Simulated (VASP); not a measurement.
# WAu (F-43m) in VASP: a series of runs

Aim: see how the results for WAu move with the level of theory and the settings. Levels: r2SCAN, PBEsol. Tasks: relaxation of the atoms, relaxation of cell and atoms.

Everything below comes from runs of VASP 6.6.1. Logs are shortened: lines on timing, memory, paths and dates and some standing lists are left out, and cuts for length are marked.

## Step 1: The crystal as given

Symmetry: F-43m, No. 216, cubic system. The conventional cell has a = 5.818 Å, b = 5.818 Å, c = 5.818 Å, α = 90.00°, β = 90.00°, γ = 90.00°. W (site symmetry -43m) is surrounded by 4 Au at 2.52 Å. Au (site symmetry -43m) has 4 W at 2.52 Å as nearest neighbours.

The cell was built by a generator and needn't be a form met in nature.

## Step 2: Relaxation of the atoms, r2SCAN (atoms moved at random, drawn with an rms of 0.1 Å)

INCAR reads:

```
SYSTEM = WAu
PREC     = Accurate       ! precision mode
ENCUT    = 520            ! plane-wave cutoff, eV
EDIFF    = 1E-6           ! SCF threshold, eV
ISMEAR   = 1              ! smearing method
SIGMA    = 0.1            ! smearing width, eV
LREAL    = .FALSE.        ! projectors in reciprocal space
LASPH    = .TRUE.         ! aspherical terms in the spheres
NELM     = 80             ! most SCF steps
ALGO     = Normal         ! electronic algorithm
ISIF     = 2              ! what is computed and relaxed
LWAVE    = .FALSE.        ! write WAVECAR
LCHARG   = .FALSE.        ! write CHGCAR
METAGGA  = R2SCAN         ! meta-GGA
LMIXTAU  = .TRUE.       
IBRION   = 2              ! ionic algorithm
NSW      = 60             ! ionic steps
EDIFFG   = -0.01          ! ionic threshold
```

KPOINTS reads:

```
Automatic mesh
0
G
  6 6 6
  0 0 0
```

POSCAR reads:

```
WAu
1.0
    0.0000000000      2.9092100000      2.9092100000
    2.9092100000      0.0000000000      2.9092100000
    2.9092100000      2.9092100000      0.0000000000
W Au
1 1
Direct
   -0.0347300000      0.0164010000      0.0365240000
    0.7590660000      0.7263970000      0.7757680000
```

Potentials or basis: VASP PAW PBE potentials, release 64 (W_sv, Au).

Launch:

```sh
cat potpaw_PBE.64/W_sv/POTCAR potpaw_PBE.64/Au/POTCAR > POTCAR
mpirun -np 1 vasp_std > vasp.out
```

OUTCAR:

```text
SYSTEM = WAu
   PREC = Accurate
   ENCUT = 520
   EDIFF = 1E-6
   ISMEAR = 1
   LREAL = .FALSE.
   LASPH = .TRUE.
   NELM = 80
   ISIF = 2
   METAGGA = R2SCAN
   IBRION = 2
   NSW = 60
   EDIFFG = -0.01

 ion  position               nearest neighbor table
   1  0.965  0.016  0.037-   2 2.39   2 2.49   2 2.55   2 2.67
   2  0.759  0.726  0.776-   1 2.39   1 2.49   1 2.55   1 2.67

  LATTYP: Found a face centered cubic cell.
 ALAT       =     5.8184200000

  Lattice vectors:

 A1 = (   0.0000000000,   2.9092100000,   2.9092100000)
 A2 = (   2.9092100000,   0.0000000000,   2.9092100000)
 A3 = (   2.9092100000,   2.9092100000,   0.0000000000)

Analysis of symmetry for initial positions (statically):
=====================================================================
 Subroutine PRICEL returns:
 Original cell was already a primitive cell.

 Routine SETGRP: Setting up the symmetry group for a
 face centered cubic supercell.

 Subroutine GETGRP returns: Found  1 space group operations
 (whereof  1 operations were pure point group operations)
 out of a pool of 48 trial point group operations.

The static configuration has the point symmetry C_1 .

Analysis of symmetry for dynamics (positions and initial velocities):
=====================================================================
 Subroutine PRICEL returns:
 Original cell was already a primitive cell.

 Routine SETGRP: Setting up the symmetry group for a
 face centered cubic supercell.

 Subroutine GETGRP returns: Found  1 space group operations
 (whereof  1 operations were pure point group operations)
 out of a pool of 48 trial point group operations.

The dynamic configuration has the point symmetry C_1 .

 Subroutine INISYM returns: Found  1 space group operations
 (whereof  1 operations are pure point group operations),
 and found     1 'primitive' translations

----------------------------------------------------------------------------------------

                                     Primitive cell

  volume of cell :      49.2442

  direct lattice vectors                    reciprocal lattice vectors
     0.000000000  2.909210000  2.909210000    -0.171867964  0.171867964  0.171867964
     2.909210000  0.000000000  2.909210000     0.171867964 -0.171867964  0.171867964
     2.909210000  2.909210000  0.000000000     0.171867964  0.171867964 -0.171867964

  length of vectors
     4.114244238  4.114244238  4.114244238     0.297684046  0.297684046  0.297684046

  position of ions in fractional coordinates (direct lattice)
     0.965270000  0.016401000  0.036524000
     0.759066000  0.726397000  0.775768000

  ion indices of the primitive-cell ions
   primitive index   ion index
                 1           1
                 2           2

----------------------------------------------------------------------------------------

 KPOINTS: Automatic mesh

Automatic generation of k-mesh.
 Grid dimensions read from file:
 generate k-points for:    6    6    6

 Generating k-lattice:

  Cartesian coordinates                     Fractional coordinates (reciprocal lattice)
    -0.028644661  0.028644661  0.028644661     0.166666667  0.000000000  0.000000000
     0.028644661 -0.028644661  0.028644661     0.000000000  0.166666667  0.000000000
     0.028644661  0.028644661 -0.028644661     0.000000000  0.000000000  0.166666667

  Length of vectors
     0.049614008  0.049614008  0.049614008

  Shift w.r.t. Gamma in fractional coordinates (k-lattice)
     0.000000000  0.000000000  0.000000000

 Subroutine IBZKPT returns following result:
 ===========================================

 Found    112 irreducible k-points:

 Following reciprocal coordinates:
            Coordinates               Weight
  0.000000  0.000000  0.000000      1.000000
  0.166667  0.000000  0.000000      2.000000
  0.000000  0.166667  0.000000      2.000000
  0.000000  0.000000  0.166667      2.000000
  0.166667  0.166667  0.166667      2.000000
  0.333333  0.000000  0.000000      2.000000
[... 16 lines left out ...]
  0.166667 -0.166667 -0.166667      2.000000
  0.333333  0.333333  0.166667      2.000000
 [... further k-points ...]
   k-points           NKPTS =    112   k-points in BZ     NKDIM =    112   number of bands    NBANDS=     16
   number of dos      NEDOS =    301   number of ions     NIONS =      2
   total plane-waves  NPLWV =  32768
   dimension x,y,z NGX =    32 NGY =   32 NGZ =   32
   dimension x,y,z NGXF=    64 NGYF=   64 NGZF=   64
   ions per type =               1   1
   NGX,Y,Z   is equivalent  to a cutoff of  12.93, 12.93, 12.93 a.u.
   NGXF,Y,Z  is equivalent  to a cutoff of  25.86, 25.86, 25.86 a.u.
 SYSTEM =  WAu
   PREC   = accura    normal or accurate (medium, high low for compatibility)
   ISTART =      0    job   : 0-new  1-cont  2-samecut
   ICHARG =      2    charge: 1-file 2-atom 10-const
   ISPIN  =      1    spin polarized calculation?
   LNONCOLLINEAR =      F non collinear calculations
   LSORBIT =      F    spin-orbit coupling
   LASPH  =      T    aspherical Exc in radial PAW
   ENCUT  =  520.0 eV  38.22 Ry    6.18 a.u.   7.65  7.65  7.65*2*pi/ulx,y,z
   NELM   =     80;   NELMIN=  2; NELMDL= -5     # of ELM steps
   EDIFF  = 0.1E-05   stopping-criterion for ELM
   LREAL  =      F    real-space projection
   EDIFFG = -.1E-01   stopping-criterion for IOM
   NSW    =     60    number of steps for IOM
   IBRION =      2    ionic relax: 0-MD 1-quasi-New 2-CG
   NFREE  =      1    steps in history (QN), initial steepest desc. (CG)
   ISIF   =      2    stress and relaxation
   ISYM   =      2    0-nonsym 1-usesym 2-fastsym
   POTIM  = 0.5000    time-step for ionic-motion
   TEBEG  =    0.0;   TEEND  =   0.0 temperature during run
   PSTRESS=    0.0 pullay stress
   NELECT =      25.0000    total number of electrons
   NUPDOWN=      -1.0000    fix difference up-down
   EMIN   =  10.00;   EMAX   =-10.00  energy-range for DOS
   EFERMI =   0.00;   METHOD = LEGACY
   ISMEAR =     1;   SIGMA  =   0.10  broadening in eV -4-tet -1-fermi 0-gaus
   EFERMI_NEDOS =   21; number of points for ismear=-14 and -15
   IALGO  =     38    algorithm
   IMIX   =      4    mixing-type and parameters
     AMIX     =   0.40;   BMIX     =  1.00
     AMIX_MAG =   1.60;   BMIX_MAG =  1.00
  volume/ion in A,a.u.               =      24.62       166.16
  Fermi-wavevector in a.u.,A,eV,Ry     =   1.305980  2.467944 23.205866  1.705583
  Thomas-Fermi vector in A             =   2.436812
   LORBIT       =      0    0 simple, 1 ext, 2 COOP (PROOUT), +10 PAW based schemes
   METAGGA = R2SCAN    functional components
   LHFCALC =     F    Hartree Fock is set to
   AEXX    =    0.0000 exact exchange contribution
   IVDW    =     0    specifies the selected vdW correction
   LEPSILON=     F    determine dielectric tensor
   LRPA    =     F    only Hartree local field effects (RPA)
 conjugate gradient relaxation of ions
 non-spin polarized calculation
 Methfessel and Paxton  Order N= 1 SIGMA  =   0.10
  energy-cutoff  :      520.00
  volume of cell :       49.24
 maximum number of plane-waves:      1363
 NGX is ok and might be reduce to    32
   NGX = 15   NGY = 15   NGZ = 15

--------------------------------------- Ionic step        1  -------------------------------------------

 number of electron      25.0000000 magnetization

 Free energy of the ion-electron system (eV)
  ---------------------------------------------------
  ext. energy  EPLUGINS =         0.00000000
  ---------------------------------------------------
  free energy    TOTEN  =       -97.70586449 eV

  energy without entropy =      -97.70428551  energy(sigma->0) =      -97.70533816

------------------------ aborting loop because EDIFF is reached ----------------------------------------

  FORCE on cell =-STRESS in cart. coord.  units (eV):
  Direction    XX          YY          ZZ          XY          YZ          ZX
  --------------------------------------------------------------------------------------
  -------------------------------------------------------------------------------------
  Total       -0.5180769     -0.2992458     -0.1262064     -0.3726726     -2.2742664      1.4842169
  in kB      -16.8558090     -9.7360627     -4.1061690    -12.1250298    -73.9940343     48.2895030
  external PRESSURE =     -10.2326803 kB  Pullay stress =       0.0000000 kB
[... 201 lines left out ...]
  energy  without entropy=      -97.8984645203  energy(sigma->0) =      -97.90083903

--------------------------------------- Ionic step        7  -------------------------------------------

 number of electron      25.0000000 magnetization

 Free energy of the ion-electron system (eV)
  ---------------------------------------------------
  ext. energy  EPLUGINS =         0.00000000
  ---------------------------------------------------
  free energy    TOTEN  =       -97.90233491 eV

  energy without entropy =      -97.89876961  energy(sigma->0) =      -97.90114648

 E-fermi :   5.5656     XC(G=0): -11.4272

 val. band max:        5.5471290951   @ k =   0.5000   0.3333   0.1667
 cond. band min:       5.6222685213   @ k =   0.0000   0.3333   0.5000
 fundamental gap:      0.0751394262
 Fermi energy:         5.5655811698

 k-point     1 :       0.0000    0.0000    0.0000
  band No.  band energies     occupation
      1     -70.8466      2.00000
      2     -34.3832      2.00000
      3     -34.3831      2.00000
      4     -34.3830      2.00000
      5      -2.3520      2.00000
      6      -0.5253      2.00000
[... 8 lines left out ...]
     15       7.1108     -0.00000
     16      14.4762      0.00000
[... 420 lines left out ...]
  band No.  band energies     occupation
      1     -70.8459      2.00000
      2     -34.3932      2.00000
      3     -34.3833      2.00000
      4     -34.3826      2.00000
      5      -1.1173      2.00000
      6      -0.8781      2.00000
[... 8 lines left out ...]
     15       7.0686     -0.00000
     16      10.4565      0.00000

 [... further k-points ...]

------------------------ aborting loop because EDIFF is reached ----------------------------------------

  FORCE on cell =-STRESS in cart. coord.  units (eV):
  Direction    XX          YY          ZZ          XY          YZ          ZX
  --------------------------------------------------------------------------------------
  -------------------------------------------------------------------------------------
  Total       -0.9022783     -0.9022621     -0.9022533     -0.0014304     -0.0092545      0.0056701
  in kB      -29.3559336    -29.3554051    -29.3551186     -0.0465380     -0.3010972      0.1844779
  external PRESSURE =     -29.3554858 kB  Pullay stress =       0.0000000 kB
[... 17 lines left out ...]
  FREE ENERGIE OF THE ION-ELECTRON SYSTEM (eV)
  ---------------------------------------------------
  free  energy   TOTEN  =       -97.9023349129 eV

  energy  without entropy=      -97.8987696079  energy(sigma->0) =      -97.90114648

 reached required accuracy - stopping structural energy minimisation
```

It took 18 min on 1 thread of Intel Xeon Platinum 8559C (Emerald Rapids), shared host; peak memory 0.26 GiB.

What came out:

```
Free energy                  : -97.9023 eV
Energy gained by relaxing    : 98.2 meV/atom
Ionic steps                  : 7
Pressure after relaxing      : -2.9 GPa
Largest force after relaxing : 0.009 eV/Å
Band gap on the k mesh       : none (metal or under the smearing width)
```

Forces in eV/Å, atoms in the order of the input:
```
W   -0.008  0.005 -0.001
Au   0.008 -0.005  0.001
```

The path:
```
step  energy change (eV)  largest force (eV/Å)  pressure (GPa)
   1              0.0000                2.3040           -1.02
   2             -0.1769                0.6708           -2.74
   3             -0.1907                0.3805           -2.88
   4             -0.1907                0.3815           -2.88
   5             -0.1959                0.1169           -2.93
   6             -0.1962                0.0879           -2.93
   7             -0.1965                0.0095           -2.94
```

Final structure:
```cif
data_structure
_symmetry_space_group_name_H-M 'P 1'
_symmetry_Int_Tables_number 1
_cell_length_a 4.1142
_cell_length_b 4.1142
_cell_length_c 4.1142
_cell_angle_alpha 60.000
_cell_angle_beta 60.000
_cell_angle_gamma 60.000
_cell_volume 49.24
loop_
_atom_site_label
_atom_site_type_symbol
_atom_site_fract_x
_atom_site_fract_y
_atom_site_fract_z
_atom_site_occupancy
W1 W 0.98709 0.99650 0.03116 1
Au1 Au 0.73725 0.74630 0.78113 1
```

Levels at points of the mesh, in eV from the Fermi level:
| k point | band 10 | band 11 | band 12 | band 13 | band 14 | band 15 | band 16 |
| --- | --- | --- | --- | --- | --- | --- | --- |
| (0.00, 0.00, 0.00) | -5.99 | -0.88 | -0.88 | -0.88 | 1.55 | 1.55 | 8.91 |
| (0.50, 0.00, 0.00) | -5.32 | -1.94 | -0.36 | -0.36 | 1.35 | 1.35 | 2.04 |
| (0.00, 0.50, 0.00) | -5.32 | -1.94 | -0.36 | -0.36 | 1.35 | 1.35 | 2.04 |
| (0.00, 0.00, 0.50) | -5.32 | -1.94 | -0.36 | -0.36 | 1.35 | 1.35 | 2.04 |
| (0.50, 0.50, 0.50) | -5.32 | -1.94 | -0.36 | -0.36 | 1.35 | 1.35 | 2.04 |
| (0.50, 0.50, 0.00) | -4.36 | -2.89 | 0.37 | 1.32 | 1.40 | 1.40 | 2.83 |
| (0.00, 0.50, 0.50) | -4.36 | -2.89 | 0.37 | 1.32 | 1.40 | 1.40 | 2.83 |
| (0.50, 0.00, 0.50) | -4.36 | -2.89 | 0.37 | 1.32 | 1.40 | 1.40 | 2.83 |

Caveat: the PAW data sets were made with another functional, which shifts forces and pressure a little.

(Part 1 of 2 ends here.)
